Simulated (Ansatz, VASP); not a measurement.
One calculation of BaOs2, two programs

```
Ba Os
1.0
     2.92419    0.00000    0.00000
    -1.46210    2.53243    0.00000
     0.00000    0.00000    8.15209
Ba Os
1 2
Cartesian
  0.0000 0.0000 4.0760
  0.0000 0.0000 1.1748
  0.0000 0.0000 6.9773
```

Alike in both runs: task relaxation of cell and atoms; functional PBE; k mesh 18 × 18 × 6; occupations gaussian, width 0.1 eV; no spin polarisation.

|  | VASP | Ansatz |
| --- | --- | --- |
| version | VASP 6.6.1 | Ansatz 0.2.0 |
| potentials or method | VASP PAW PBE potentials, release 64 (Ba_sv, Os) | scalar-relativistic, plane waves, PAW |
| plane-wave cutoff (eV) | 600 | 420 |
| valence electrons in the cell | 26 | 42 |

|  | VASP | Ansatz | Ansatz less VASP |
| --- | --- | --- | --- |
| gap on the k mesh at the Fermi level, each at its own relaxed structure (eV) | none | none | - |
| relaxed volume (Å³/atom) | 21.21 | 20.54 | -0.670 |
| relaxed cell length with the largest relative difference (Å) | 8.412 | 8.308 | -0.1036 |
| energy change over the relaxation (meV/atom) | -28 | -7 | +21.5 |

A gap of «none» marks a metal or a gap that the smearing closes. One of these differences is far larger than is usual between the two programs; its cause wasn't traced. The two sets of potentials don't hold the same shells in valence.

Spin-orbit coupling is left out, which matters for the levels of Ba, Os.
